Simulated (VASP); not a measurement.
Here is the system:

```xyz
2
Lattice="0.0000 2.3171 2.3171 2.3171 0.0000 2.3171 2.3171 2.3171 0.0000" Properties=species:S:1:pos:R:3 pbc="T T T"
Cd     0.0000     0.0000     0.0000
O      2.3171     2.3171     2.3171
```

The numbers are results of HSE06 screened hybrid, VASP's PBE PAW potentials (set 64) (plane waves; VASP 6.6.1), not measurements. Settings: 520 eV cut-off, 8×8×8 Γ-centred mesh, Gaussian smearing of 0.050 eV, potentials Cd O.

### Question
Estimate the energy per atom (σ→0), pressure, band gap (on the k-mesh) with the smallest direct gap where there is one.

### Answer

- band gap (on the k-mesh): 1.01 eV
- smallest direct gap (on the k-mesh): 2.54 eV
- energy per atom (σ→0): -4.990 eV/atom
- pressure: 9.41 GPa

Total energies compare only between runs with the same potentials, cut-off and functional.

The compound is CdO in the rock salt structure. This cell is one point of a volume scan, at 0.91 of the reference volume. The cell's shape comes from a PBE relaxation.
